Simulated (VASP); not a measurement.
A convergence study with VASP on Si (diamond): a few settings are varied, all else stays as given below, so the limit is that of these other settings. The cell's lengths are 1 % over those of the tabulated start and one atom is moved, so it is off equilibrium.

```
CELL_PARAMETERS angstrom
      0.00000     2.74266     2.74266
      2.74266     0.00000     2.74266
      2.74266     2.74266     0.00000
ATOMIC_POSITIONS crystal
  Si 0.00000 0.00000 0.00000
  Si 0.23895 0.26105 0.26105
```

All values below come from LDA (Ceperley-Alder, Perdew-Zunger), VASP's LDA PAW potentials (set 64) (plane waves; VASP 6.6.1). The last row used: 900 eV cut-off, 7×7×7 Γ-centred mesh, Gaussian smearing of 0.050 eV, potentials Si_sv_GW.

Gaps are read on the run's mesh, which can miss a band edge. Energies of different potentials or hybrids have different zeros.

```csv
setting,E (eV/atom),pressure (GPa),largest force (eV/Å),gap on the mesh (eV),plane waves
"ENCUT = 520, POTCAR Si",-5.9317,-3.86,0.751,0.188,1139
"ENCUT = 700, POTCAR Si",-5.9318,-3.85,0.751,0.188,1807
"ENCUT = 900, POTCAR Si",-5.9318,-3.85,0.751,0.188,2637
"ENCUT = 300, POTCAR Si_GW",-5.9326,-3.96,0.755,0.192,531
"ENCUT = 400, POTCAR Si_GW",-5.9342,-3.87,0.754,0.190,760
"ENCUT = 520, POTCAR Si_GW",-5.9342,-3.88,0.753,0.190,1139
"ENCUT = 700, POTCAR Si_GW",-5.9344,-3.86,0.753,0.190,1807
"ENCUT = 900, POTCAR Si_GW",-5.9345,-3.86,0.753,0.190,2637
"ENCUT = 300, POTCAR Si_sv_GW",61.6948,-3690.98,2.170,0.434,531
"ENCUT = 400, POTCAR Si_sv_GW",-2.4225,-333.77,0.742,0.214,760
"ENCUT = 520, POTCAR Si_sv_GW",-5.8123,-32.34,0.754,0.193,1139
"ENCUT = 700, POTCAR Si_sv_GW",-5.9173,-4.42,0.753,0.190,1807
"ENCUT = 900, POTCAR Si_sv_GW",-5.9197,-4.71,0.753,0.191,2637
```

Left out are rungs that failed or repeat a setting and relaxations that didn't move; long series are thinned to 24 rows.

The compound is Si in the diamond structure. The cell was not relaxed at this level, it is distorted from the ideal structure.
